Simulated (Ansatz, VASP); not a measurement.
## One calculation of Ir2Rh, two programs

```
Ir Rh
1.0
     2.73580    0.00000    0.00000
    -1.36790    2.36927    0.00000
     0.00000    0.00000    6.64503
Ir Rh
2 1
Direct
  0.33333 0.66667 0.66562
  0.66667 0.33333 0.33438
  0.00000 0.00000 0.00000
```

Alike in both runs: task single point; functional PBE; k mesh 6 × 6 × 4; occupations gaussian, width 0.1 eV; collinear spin.

|  | VASP | Ansatz |
| --- | --- | --- |
| version | VASP 6.6.1 | Ansatz 0.2.0 |
| potentials or method | VASP PAW PBE potentials, release 64 (Ir, Rh_pv) | scalar-relativistic, plane waves, PAW |
| plane-wave cutoff (eV) | 520 | 420 |
| valence electrons in the cell | 33 | 51 |

VASP gave:

| Item | Value |
| --- | --- |
| gap on the k mesh at the Fermi level (eV) | none |
| pressure (GPa) | 0.3 |
| rms of the force components (eV/Å) | 0.012 |
| net moment per atom (μB) | 0.00 |

**Question.** What did Ansatz give for the same quantities?

**Answer.** gap on the k mesh at the Fermi level (eV): none; pressure (GPa): -0.1; rms of the force components (eV/Å): 0.005; net moment per atom (μB): 0.00.

Atom by atom the forces differ by 0.017 eV/Å (rms over components). A gap of «none» marks a metal or a gap that the smearing closes. The two sets of potentials don't hold the same shells in valence. Ansatz warned: «seeded_moment_not_kept».

Caveats: the k mesh is coarse (spacing up to 0.44 Å⁻¹), so the values aren't converged. Spin-orbit coupling is left out, which matters for the levels of Ir.
